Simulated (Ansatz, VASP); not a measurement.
# Ru: VASP beside Ansatz

Aim: how closely do two programs agree when they are given the same cell, functional and k mesh? Of the first pair: The cell is taken from a series of runs on this material, whose earlier steps may have relaxed, scaled, displaced or heated it; both programs get it as it stands.

Main program and level: Ansatz 0.2.0; plane waves, with VASP 6.6.1 beside it; single point at PBE.

### 1. The structure

The cell holds 7 atoms: 7 Ru. Cell: a = 2.706 Å, b = 2.706 Å, c = 26.846 Å, α = 90.0°, β = 90.0°, γ = 60.0°. It derives from Ru. Vacuum lies along c.

### 2. Ansatz: single point, PBE, pair 1

Ansatz runs on its PAW jth soft_2 files.

A single point gives forces, pressure and levels at one fixed geometry, so differences don't come from the geometry; what else differs is listed under the comparison.

input.yaml

```yaml
crystal:
  lattice:
    - [2.7058, 0.0, 0.0]
    - [1.3529, 2.3432915376, 0.0]
    - [0.0, 0.0, 26.8457]
  atoms:
    - { symbol: Ru_h, position: [0.0, 0.0, 0.7372715232] }
    - { symbol: Ru_h, position: [0.6666666667, 0.6666666667, 0.6602626879] }
    - { symbol: Ru, position: [0.0, 0.0, 0.579750202] }
    - { symbol: Ru_h, position: [0.6666666667, 0.6666666667, 0.5] }
    - { symbol: Ru, position: [0.0, 0.0, 0.420249798] }
    - { symbol: Ru, position: [0.6666666667, 0.6666666667, 0.3397373121] }
    - { symbol: Ru, position: [0.0, 0.0, 0.2627284768] }
kpoints:
  mp_grid: { grid: [18, 18, 1] }
scf:
  occupations: { method: fermi_dirac, width: 0.05 }
  n_extra_bands: 8
hamiltonian:
  xc: pbe
  pseudopotentials: { kind: paw, source: jth }
output:
  forces: true
  write_potential: true
  volumetric_format: []
  efg: { contact_densities: true }
  core_levels:
    shells: { Ru_h: "3d" }
    counted_from: fermi_level
    add_spin: false
```

Command:

```console
$ ansatz run input.yaml --threads 4 --pin off --max-ram 16384MiB --backend cpu --events-out ev --progress --plain --runs-dir out
```

Numbers of over 12 decimals in the logs are rounded to 6 here.

The log of the run:

```text
Warning: <dir> the checks of this Ru dataset prove no rule for summing its radial tables, as where they were carried onto another mesh than they were made on, and Gregory's rule is taken, under which a leading mesh point left out moves its sums only by what lay on the interval it spanned. That does not make them correct, and they differ from Quantum ESPRESSO's on this file; a re-export a fraction of a mesh step off can move them. hamiltonian.pseudopotentials.radial_quadrature: simpson_from_first_knot sums it by `pw.x`'s rule; on a PAW file no value gives `pw.x`'s numbers. What more to know: hamiltonian.pseudopotentials.radial_quadrature, in the input reference
scf.n_extra_bands = 8 over 56 filled bands (N_el = 112.0): the run solves 64 bands
Ru: output.efg is read without spin–orbit coupling, which moves field gradients at and beside such atoms by some per cent and up to a factor of two; PAW files take it under magnetization.noncollinear and magnetization.spin_orbit
Engine: ansatz 0.2.0, aarch64-unknown-linux-gnu
Pseudopotentials: kind: paw
Pseudopotential: Ru, paw, valence charge 16, recommended cutoff 1800 eV (normal), Ru.paw.azcp
Functional definition: PBE
  parameter kappa = 0.804
  parameter beta = 0.066725
  exchange = pbe_x(kappa = kappa, mu = beta*pi^2/3)
  correlation = pbe_c(beta = beta)
Crystal: 7 atoms, lattice volume = 170.215 Å³
Basis set: ecut = 1800 eV, 29585 PW (Γ), exchange–correlation on 80×80×750 points (8 copies of the dense FFT grid, shifted against one another)
Bands: 64, of which v1, the nominal top of the filled ones, is band 56 counted from 1 (55 counted from 0)
Symmetry: 6 space group operations
Space group: P3m1 (ITA 156), of the structure as read, at distance tolerance 5.5e-5 Å
k-points: 37 of 324 (time reversal used)
Non-local potential: Ru, projectors of the file, l = 0: 2, l = 1: 2, l = 2: 2
PAW form: soft (Blöchl's): semilocal exchange-correlation on the pseudo side does not see the compensation charge
PAW one-centre angular grid: Ru, 590 points (default); XC on 64 Gauss nodes
Initial density: superposition of atomic densities (neutral atoms: chi_scale 0, normalization atom)
Initial wavefunctions: pseudopotential atomic-orbital guess
Functional: x = pbe(κ = 0.804, μ = 0.219515), c = pbe(β = 0.066725)
SCF iter   1: F=—  HF=-41114.612741 eV  |F-HF|=—  |Δ(HF+E_count)|=         —  Δρ=9.04e-2  dr2=2.46e1  ethr=3.10e-3  ⟨swp⟩=10.1  Hψ=13647  notcnv=0
preconditioner: auto → LDOS  [metal: Δε(μ)=0.005 eV  Ē_g=4.683 eV  σ=0.050 eV  W_gap=0.03  n_scr=20 (ndim 8)  ℏωp=21.3 eV  f_vac=0.399  D(μ)=6.80/eV (n_scr^D=28)  β→1.0]
SCF iter   2: F=—  HF=-41110.906438 eV  |F-HF|=—  |Δ(HF+E_count)|=    3.71e0  Δρ=4.99e-2  dr2=6.08e0  ethr=3.10e-3  ⟨swp⟩=4.3  Hψ=6796  notcnv=0  defer=8
SCF iter   3: F=—  HF=-41110.022644 eV  |F-HF|=—  |Δ(HF+E_count)|=   8.84e-1  Δρ=1.00e-2  dr2=1.86e-1  ethr=3.10e-3  ⟨swp⟩=3.4  Hψ=5748  notcnv=0  defer=3
SCF iter   4: F=—  HF=-41109.980104 eV  |F-HF|=—  |Δ(HF+E_count)|=   4.25e-2  Δρ=1.78e-3  dr2=3.82e-3  ethr=1.66e-4  ⟨swp⟩=3.5  Hψ=5274  notcnv=0  defer=3
SCF iter   5: F=—  HF=-41109.982902 eV  |F-HF|=—  |Δ(HF+E_count)|=   2.80e-3  Δρ=4.33e-4  dr2=2.50e-4  ethr=3.41e-6  ⟨swp⟩=2.9  Hψ=5011  notcnv=0  defer=3
SCF iter   6: F=—  HF=-41109.982956 eV  |F-HF|=—  |Δ(HF+E_count)|=   5.43e-5  Δρ=1.39e-4  dr2=8.82e-5  ethr=2.23e-7  ⟨swp⟩=2.9  Hψ=4911  notcnv=0  defer=3
SCF iter   7: F=—  HF=-41109.982968 eV  |F-HF|=—  |Δ(HF+E_count)|=   1.16e-5  Δρ=4.02e-5  dr2=5.68e-6  ethr=7.87e-8  ⟨swp⟩=2.6  Hψ=4108  notcnv=0  defer=3
SCF iter   8: F=—  HF=-41109.982968 eV  |F-HF|=—  |Δ(HF+E_count)|=   5.01e-7  Δρ=1.16e-5  dr2=3.46e-7  ethr=5.07e-9  ⟨swp⟩=3.0  Hψ=4493  notcnv=0  defer=3
SCF iter   9: F=-41109.982968 eV  HF=-41109.982968 eV  |F-HF|=1.67e-8  |Δ(HF+E_count)|=   1.09e-8  Δρ=2.60e-6  dr2=2.60e-8  ethr=8.93e-11  ⟨swp⟩=18.4  Hψ=23670  notcnv=0
the search or the solves at the SCF's close seem to have found levels that the self-consistency loop had missed (the run counts 1). By its estimate they hold under 1e-12 electrons; where the run keeps them, the occupations were computed again with them
SCF 1 converged in 9 iterations: F = -41109.982968 eV  dr2 = 2.60e-8
  Residual-converged pass: ⟨swp⟩=3.4  Hψ=2630  notcnv=0  max |occ|·‖R‖ = 7.1e-9 eV (tolerance 1.0e-8 eV)  dr2=2.60e-8  dr2_onsite=1.15e-9  max |Δocc| = 3.1e-11
  greatest PAW one-centre occupation: 0.997 electrons in one spin orbital (limit 2), on the Ru atom at site 1 (counted from 0), in its partial waves of l = 0
WARN: The output density's exchange-correlation potential varies sharply where the density is thin. Do not read a vacuum level from v_tot or v_xc, or from such a field of the output density. On a cell that repeats whose density bears no net charge and no dipole along the vacuum's axis use v_es (v_loc + v_h of the components); under efield.dipole_correction with no amplitude use v_es + v_field, which holds any externa [...]
── core hole 1/3: 3d of Ru_h 0 ──
── 3d of Ru_h 0: 279.005 eV over the cell without the hole, in 10 iterations ──
── core hole 2/3: 3d of Ru_h 1 ──
── 3d of Ru_h 1: 279.539 eV over the cell without the hole, in 10 iterations ──
── core hole 3/3: 3d of Ru_h 3 ──
── 3d of Ru_h 3: 279.370 eV over the cell without the hole, in 10 iterations ──
SCF converged after 9 iterations
Free energy (F): -41109.982968 eV
Harris-Foulkes:  -41109.982968 eV  (|F-HF|=1.67e-8)
Internal energy: -41109.919802 eV  (E = F + TS)
E sigma→0 (E₀):  -41109.951385 eV
Entropy (-TS):   -0.063166 eV (-9.024 meV/atom)
Fermi energy:    11.228852 eV
--- Per-component energies (eV) ---
  E_band       = -1740.246337
  E_kinetic    = 2193.101331
  E_local      = -168387.531167  (includes V_loc(G=0)·N_el)
  E_nonlocal   = 2886.487108
  E_hartree    = 82143.992889
  E_xc         = -739.771724
  E_vxc        = -965.006011  (∫ρ·V_xc dr)
  E_paw        = -24525.241481  (= ΣΔE_a)
  E_vpaw       = -1755.224997  (= ΣTr[D̂ρ^β])
  E_aug_tail   = 0.000106  (compensation charges beyond the density's cutoff)
  E_ewald      = 65319.043136
  E_smearing   = -0.063166  (= −TS)
  E_closure    = -0.000000  (closes the sum)
  Σ components = -41109.982968   (vs F -41109.982968, Δ=0.00e0)
--- Forces (eV/Å), atoms counted from 1 ---
  atom   1  Ru_h    -0.00000000    -0.00000000     0.01194122
  atom   2  Ru_h     0.00000000     0.00000000    -0.01357742
  atom   3  Ru      -0.00000000     0.00000000     0.20754977
  atom   4  Ru_h     0.00000000    -0.00000000    -0.00000040
  atom   5  Ru      -0.00000000     0.00000000    -0.20754998
  atom   6  Ru       0.00000000    -0.00000000     0.01357745
  atom   7  Ru       0.00000000    -0.00000000    -0.01194117
  max |Σ_I F_I| component: 5.35e-7 eV/Å
--- PAW observables at the nuclei: V_zz in 10²¹ V/m², potentials from the cell's mean, atoms counted from 1 ---
  atom   1  Ru_h V_zz =   +14.232504   η = 0.0000   by run symmetry: allowed
            electrostatic potential = -6775.491172 V   contact ρ = 752275.364275 e/Å³
  atom   2  Ru_h V_zz =    -0.902899   η = 0.0000   by run symmetry: allowed
            electrostatic potential = -6775.243340 V   contact ρ = 752278.106461 e/Å³
  atom   3  Ru   V_zz =    -0.800959   η = 0.0000   by run symmetry: allowed
            electrostatic potential = -6775.405219 V   contact ρ = 752276.494806 e/Å³
  atom   4  Ru_h V_zz =    -3.187556   η = 0.0000   by run symmetry: allowed
            electrostatic potential = -6775.412608 V   contact ρ = 752276.755408 e/Å³
  atom   5  Ru   V_zz =    -0.800963   η = 0.0000   by run symmetry: allowed
            electrostatic potential = -6775.405248 V   contact ρ = 752276.494797 e/Å³
  atom   6  Ru   V_zz =    -0.902896   η = 0.0000   by run symmetry: allowed
            electrostatic potential = -6775.243370 V   contact ρ = 752278.106453 e/Å³
  atom   7  Ru   V_zz =   +14.232501   η = 0.0000   by run symmetry: allowed
            electrostatic potential = -6775.491190 V   contact ρ = 752275.364279 e/Å³
--- Band table (eV; the first three rows and the last of 37) ---
  k-point 0: bands = [... 52 lower, 9.2714, 9.5562, 10.0984, 10.0984, 10.5884, 10.5884, 10.8133, 11.1983, ... 4 higher]
  k-point 1: bands = [... 52 lower, 9.3535, 9.5812, 10.0279, 10.0557, 10.5558, 10.5579, 10.5698, 11.1716, ... 4 higher]
  k-point 2: bands = [... 52 lower, 9.5352, 9.5929, 9.7520, 9.9951, 10.2198, 10.3396, 10.5061, 10.7877, ... 4 higher]
  k-point 36: bands = [... 52 lower, 10.1298, 10.7481, 11.5797, 11.8921, 11.8982, 12.2588, 12.3033, 12.3257, ... 4 higher]
--- Core levels from the Fermi level (as output.core_levels.counted_from types it; a hole's nearest image at 2.7 Å) ---
  the holes have no spin, as output.core_levels.add_spin types it
  atom         alike  shell      binding/eV   shift/eV difference/eV images/eV   SCF
  Ru_h 0           1     3d         279.005     +0.000       279.005         –    10
  Ru_h 1           1     3d         279.539     +0.534       279.539         –    10
  Ru_h 3           1     3d         279.370     +0.366       279.370         –    10
  the dataset of Ru_h with a 3d hole: scattering error 0.029 eV (0.007 eV in the local channel); free atom: scalar-relativistic, large components
  the two lines of Ru_h's 3d: 3d3/2 +2.497 eV and 3d5/2 -1.665 eV off its levels, 2 : 3 in strength
```

In the SCF lines HF is the Harris–Foulkes energy and dr2 the Hartree energy of the density residual, in eV; the loop may stop once dr2 is under the threshold and the program's other checks hold. Hψ counts applications of the Hamiltonian.

### 3. VASP: single point, PBE, pair 1

The same cell, functional, mesh and smearing now go to VASP, with its own data sets.

Lines of VASP's logs that name or quote its potential files are left out, and so is its time.

INCAR

```
SYSTEM = Ru
PREC = Accurate
ENCUT = 400
EDIFF = 1E-06
NELM = 120
ISMEAR = -1
SIGMA = 0.05
LREAL = .FALSE.
ALGO = Normal
GGA = PE
NBANDS = 60
LASPH = .TRUE.
LORBIT = 11
LWAVE = .FALSE.
LCHARG = .FALSE.
ISIF = 2
GGA_COMPAT = .FALSE.
KPAR = 2
```

POSCAR

```
Ru
1.0
    2.7058000000      0.0000000000      0.0000000000
    1.3529000000      2.3432915376      0.0000000000
    0.0000000000      0.0000000000     26.8457000000
Ru
7
Direct
    0.0000000000      0.0000000000      0.7372715232
    0.6666666667      0.6666666667      0.6602626879
    0.0000000000      0.0000000000      0.5797502020
    0.6666666667      0.6666666667      0.5000000000
    0.0000000000      0.0000000000      0.4202497980
    0.6666666667      0.6666666667      0.3397373121
    0.0000000000      0.0000000000      0.2627284768
```

KPOINTS

```
Automatic mesh
0
Gamma
18 18 1
0 0 0
```

PAW data sets: Ru_pv (PBE family, release 64).

Command:

```console
$ mpirun -np 2 vasp_std
```

The log of the run:

```text
[banner, memory and clock lines left out]
running    2 mpi-ranks, on    1 nodes
 distrk:  each k-point on    1 cores,    2 groups
 distr:  one band on    1 cores,    1 groups

 POSCAR found type information on POSCAR Ru
 POSCAR found :  1 types and       7 ions
 LDA part: xc-table for (Slater+PW92), standard interpolation
 POSCAR, INCAR and KPOINTS ok, starting setup
 FFT: planning ... GRIDC
 FFT: planning ... GRID_SOFT
 FFT: planning ... GRID
 WAVECAR not read
 entering main loop
       N       E                     dE             d eps       ncg     rms          rms(c)
DAV:   1     0.101126566411E+04    0.10113E+04   -0.55685E+04  5344   0.138E+03
DAV:   2    -0.321067261543E+02   -0.10434E+04   -0.10063E+04  4820   0.466E+02
DAV:   3    -0.661748029908E+02   -0.34068E+02   -0.32667E+02  5576   0.819E+01
DAV:   4    -0.673073677596E+02   -0.11326E+01   -0.11084E+01  5620   0.116E+01
DAV:   5    -0.673570289443E+02   -0.49661E-01   -0.49367E-01  5852   0.209E+00    0.317E+01
DAV:   6    -0.698612247288E+02   -0.25042E+01   -0.39721E+01  5248   0.377E+01    0.247E+01
DAV:   7    -0.124081834437E+03   -0.54221E+02   -0.22703E+02  6380   0.834E+01    0.653E+01
DAV:   8    -0.806978527103E+02    0.43384E+02   -0.56939E+01  5324   0.203E+01    0.352E+01
DAV:   9    -0.697200918321E+02    0.10978E+02   -0.33847E+01  5340   0.406E+01    0.242E+01
DAV:  10    -0.625163611775E+02    0.72037E+01   -0.23553E+01  5640   0.217E+01    0.689E+00
DAV:  11    -0.626268944859E+02   -0.11053E+00   -0.25664E+00  5380   0.756E+00    0.534E+00
DAV:  12    -0.626171750554E+02    0.97194E-02   -0.22949E-01  5316   0.367E+00    0.476E+00
DAV:  13    -0.625986917814E+02    0.18483E-01   -0.29253E-02  5324   0.123E+00    0.410E+00
DAV:  14    -0.625840066807E+02    0.14685E-01   -0.67727E-02  5200   0.145E+00    0.148E+00
[...]
DAV:  21    -0.625609008532E+02   -0.19352E-05   -0.58660E-05  5304   0.471E-02    0.299E-02
DAV:  22    -0.625609540385E+02   -0.53185E-04   -0.27088E-05  4048   0.288E-02    0.110E-02
DAV:  23    -0.625610061278E+02   -0.52089E-04   -0.77778E-06  3804   0.142E-02    0.542E-03
DAV:  24    -0.625610525610E+02   -0.46433E-04   -0.58690E-06  3276   0.115E-02    0.129E-02
DAV:  25    -0.625610723213E+02   -0.19760E-04   -0.45035E-06  3096   0.148E-02    0.169E-03
DAV:  26    -0.625610873939E+02   -0.15073E-04   -0.56612E-07  2600   0.286E-03    0.141E-03
DAV:  27    -0.625610940829E+02   -0.66891E-05   -0.30471E-07  2504   0.217E-03    0.608E-04
DAV:  28    -0.625610947773E+02   -0.69439E-06   -0.34791E-08  2316   0.746E-04
   1 F= -.62561095E+02 E0= -.62529479E+02  d E =-.632324E-01
```

Parts of OUTCAR (step 3):

```text
ion  position               nearest neighbor table
   1  0.000  0.000  0.737-   2 2.59   2 2.59   2 2.59
   2  0.667  0.667  0.660-   1 2.59   1 2.59   1 2.59   3 2.67   3 2.67   3 2.67
   3  0.000  0.000  0.580-   4 2.65   4 2.65   4 2.65   2 2.67   2 2.67   2 2.67
   4  0.667  0.667  0.500-   3 2.65   5 2.65   3 2.65   5 2.65   3 2.65   5 2.65
   5  0.000  0.000  0.420-   4 2.65   4 2.65   4 2.65   6 2.67   6 2.67   6 2.67
   6  0.667  0.667  0.340-   7 2.59   7 2.59   7 2.59   5 2.67   5 2.67   5 2.67
   7  0.000  0.000  0.263-   6 2.59   6 2.59   6 2.59

  LATTYP: Found a hexagonal cell.
 ALAT       =     2.7058000000
 C/A-ratio  =     9.9215389163

 Subroutine GETGRP returns: Found 12 space group operations
 (whereof 12 operations were pure point group operations)

The static configuration has the point symmetry D_3h.

 Found     37 irreducible k-points:

   k-points           NKPTS =     37   k-points in BZ     NKDIM =     37   number of bands    NBANDS=     60

   dimension x,y,z NGX =    18 NGY =   18 NGZ =  180
   dimension x,y,z NGXF=    36 NGYF=   36 NGZF=  360

   ENCUT  =  400.0 eV  29.40 Ry    5.42 a.u.   4.41  4.41 43.78*2*pi/ulx,y,z

   NELECT =      98.0000    total number of electrons

 k-points in reciprocal lattice and weights: Automatic mesh
   0.00000000  0.00000000  0.00000000       0.003
   0.05555556  0.00000000  0.00000000       0.019
   0.11111111  0.00000000  0.00000000       0.019
   0.16666667  0.00000000  0.00000000       0.019
   0.22222222 -0.00000000  0.00000000       0.019
   0.27777778  0.00000000  0.00000000       0.019
   0.33333333  0.00000000  0.00000000       0.019
   0.38888889  0.00000000  0.00000000       0.019
   0.44444444 -0.00000000  0.00000000       0.019
[...]
-0.38888889  0.27777778  0.00000000       0.037
  -0.33333333  0.33333333  0.00000000       0.006

 average (electrostatic) potential at core
       1 -74.7625       2 -75.1916       3 -75.0126       4 -75.0170       5 -75.0126
       6 -75.1916       7 -74.7625

 E-fermi :   5.0211

 k-point     1 :       0.0000    0.0000    0.0000
  band No.  band energies     occupation
    ...
     50       4.3848      1.99999
     51       4.3848      1.99999
     52       4.5807      1.99970
     53       4.9947      1.25743
     54       4.9947      1.25743
     55       5.6156      0.00001
     56       5.6156      0.00001
     57       5.7526      0.00000
     58       6.0515      0.00000
     59       6.0515      0.00000
    ...

 k-point     2 :       0.0556    0.0000    0.0000
  band No.  band energies     occupation
    ...
     50       4.3430      2.00000
     51       4.3510      2.00000
     52       4.3544      2.00000
     53       4.9680      1.48576
     54       5.0081      1.12848
     55       5.1648      0.10690
     56       5.3249      0.00458
     57       5.5997      0.00002
     58       5.7601      0.00000
     59       6.0553      0.00000
    ...

 k-point     3 :       0.1111    0.0000    0.0000
  band No.  band energies     occupation
    ...
     51       4.1301      2.00000
     52       4.3026      2.00000
     53       4.5709      1.99975
     54       4.8124      1.96968
     55       4.9086      1.80918
     56       5.2839      0.01037
     57       5.5585      0.00004
     58       6.0622      0.00000
     59       6.0873      0.00000
     60       6.2805      0.00000

  Total       -0.6617187     -0.6617187      0.4670621     -0.0000000      0.0000000     -0.0000000
  in kB       -6.2285544     -6.2285544      4.3963117     -0.0000000      0.0000000     -0.0000000
  external PRESSURE =      -2.6869323 kB  Pullay stress =       0.0000000 kB

  energy-cutoff  :      400.00
  volume of cell :      170.21
      direct lattice vectors                 reciprocal lattice vectors
     2.705800000  0.000000000  0.000000000     0.369576465 -0.213375072  0.000000000
     1.352900000  2.343291538  0.000000000     0.000000000  0.426750144  0.000000000
     0.000000000  0.000000000 26.845700000     0.000000000  0.000000000  0.037249913

 POSITION                                       TOTAL-FORCE (eV/Angst)
 -----------------------------------------------------------------------------------
      0.00000      0.00000     19.79257         0.000000      0.000000      0.039934
      2.70580      1.56219     17.72521         0.000000     -0.000000     -0.033229
      0.00000      0.00000     15.56380         0.000000      0.000000      0.209480
      2.70580      1.56219     13.42285         0.000000     -0.000000     -0.000000
      0.00000      0.00000     11.28190        -0.000000      0.000000     -0.209480
      2.70580      1.56219      9.12049        -0.000000      0.000000      0.033229
      0.00000      0.00000      7.05313        -0.000000     -0.000000     -0.039934
 -----------------------------------------------------------------------------------
    total drift:                               -0.000000     -0.000000      0.000000

  FREE ENERGIE OF THE ION-ELECTRON SYSTEM (eV)
  ---------------------------------------------------
  free  energy   TOTEN  =       -62.5610947773 eV

  energy  without entropy=      -62.4978623633  energy(sigma->0) =      -62.52947857

 total charge
# of ion       s       p       d       tot
------------------------------------------
    1        0.396   6.224   5.957  12.577
    2        0.409   6.322   5.946  12.678
    3        0.404   6.312   5.948  12.663
    4        0.405   6.316   5.950  12.671
    5        0.404   6.312   5.948  12.663
    6        0.409   6.322   5.946  12.678
    7        0.396   6.224   5.957  12.577
--------------------------------------------------
tot          2.821  44.033  41.653  88.507

[... 3 further parts left out ...]
```

### 4. Differences

Known differences besides the potentials themselves: the data sets hold 112 valence electrons in Ansatz (on its PAW jth soft_2 files) and 98 in VASP; the cutoff is 1800 eV in Ansatz and 400 eV in VASP. Total energies have different zeros and are not compared.

Forces (eV/Å; atoms numbered as in POSCAR):

```tsv
atom	Ansatz x, y, z	VASP x, y, z
Ru1	0.000, 0.000, 0.012	0.000, 0.000, 0.040
Ru2	0.000, 0.000, -0.014	0.000, 0.000, -0.033
Ru3	0.000, 0.000, 0.208	0.000, 0.000, 0.209
Ru4	0.000, 0.000, 0.000	0.000, 0.000, 0.000
Ru5	0.000, 0.000, -0.208	0.000, 0.000, -0.209
Ru6	0.000, 0.000, 0.014	0.000, 0.000, 0.033
Ru7	0.000, 0.000, -0.012	0.000, 0.000, -0.040
```

The forces differ by 11 meV/Å r.m.s., which is 15.9 % of the r.m.s. force of 0.067 eV/Å (both taken over all components). With vacuum in the cell, a pressure given here is an average over mostly empty space and none of the material.

[end of part 1 of 2]

[Lines on the potential files, build, host, timing and source positions are cut from VASP's logs without a mark.]

[Logs are printed without paths, hosts, clocks, repeated set-up lines and the standing remarks that a program may print on its own settings, such as how far it seeks lower states.]

[Hosts, paths, dates, database ids (printed as entryN), source tags and the programs' standing remarks are cut or masked in the printed files.]
